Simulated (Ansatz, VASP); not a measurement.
**NbTe: VASP beside Ansatz**

Contents of INCAR:

```
  PREC = Accurate
  ENCUT = 520
  EDIFF = 1E-6
  ISMEAR = 0
  SIGMA = 0.05
  LREAL = False
  LASPH = True
  NELM = 150
  ALGO = Normal
  ISIF = 2
  LWAVE = False
  LCHARG = False
  MAGMOM = 0 0 0 0 0 0
  LORBIT = 11
  LSORBIT = True
  GGA_COMPAT = False
  LORBMOM = True
  LMAXMIX = 4
  LDAU = True
  LDAUTYPE = 2
  LDAUL = -1 2
  LDAUU = 0 4
  LDAUJ = 0 0
  LDAUPRINT = 1
  GGA = CA
  NBANDS = 31
```

The input KPOINTS:

```
Automatic mesh
0
Gamma
  6 6 5
```

File POSCAR:

```
NbTe
1.0
    3.7517033200      0.0000000000      0.0000000000
   -1.8758516600      3.2490703826      0.0000000000
    0.0000000000      0.0000000000      3.7428246100
Te Nb
1 1
Direct
    0.6666666667      0.3333333333      0.0000000000
    0.0000000000      0.0000000000      0.5000000000
```

input.yaml

```yaml
crystal:
  lattice:
    - [3.75170332, 0.0, 0.0]
    - [-1.87585166, 3.2490703826, 0.0]
    - [0.0, 0.0, 3.74282461]
  atoms:
    - { symbol: Te, position: [0.6666666667, 0.3333333333, 0.0] }
    - { symbol: Nb, position: [0.0, 0.0, 0.5] }
kpoints:
  mp_grid: { grid: [6, 6, 5] }
scf:
  occupations: { method: gaussian, width: 0.05 }
hamiltonian:
  xc: lda
  pseudopotentials: { kind: all_electron, lapw: { basis_error: 0.001 } }
  hubbard:
    sites: [{ species: Nb, l: d, u_eff: 4 }]
    double_counting: fll
    projectors: ortho-atomic
magnetization:
  noncollinear: true
  spin_orbit: true
output:
  forces: true
  stress: true
  eigenvalues: true
  hubbard: {}
```

Change from the starting cell: volume scaled by 1.04.

Alike in both runs: task single point; functional LDA; k mesh 6 × 6 × 5; occupations gaussian, width 0.05 eV; non-collinear spin, spin-orbit coupling; Hubbard terms Nb d U = 4.0 eV.

```csv
,VASP,Ansatz
version,VASP 6.6.1,Ansatz 0.2.0
potentials or method,"VASP PAW LDA potentials, release 64 (Te, Nb_sv)","all-electron LAPW, relativistic spinors"
plane-wave cutoff (eV),520,see its input
```

```tsv
	VASP	Ansatz	Ansatz less VASP
gap on the k mesh at the Fermi level (eV)	none	none	-
pressure (GPa)	-8.2	-9.7	-1.45
largest component of the traceless stress (GPa)	0.03	0.15	+0.116
net moment per atom (μB)	0.00	0.00	0.000
```

The programs project onto different local orbitals, so the same U acts differently. A gap of «none» marks a metal or a gap that the smearing closes. Ansatz ran all-electron here, so the differences hold the error of VASP's frozen core and of both bases.

Caveats: the U is typed as a test and isn't derived for this compound; the k mesh is thin for a metal, which can move the energy by tens of meV per atom (Ansatz); U is the effective U less J, on atomic orbitals that reach past the spheres (Ansatz); U without spin polarisation on a metal has little footing (Ansatz). The state reached can hang on the start; a lower one may exist.
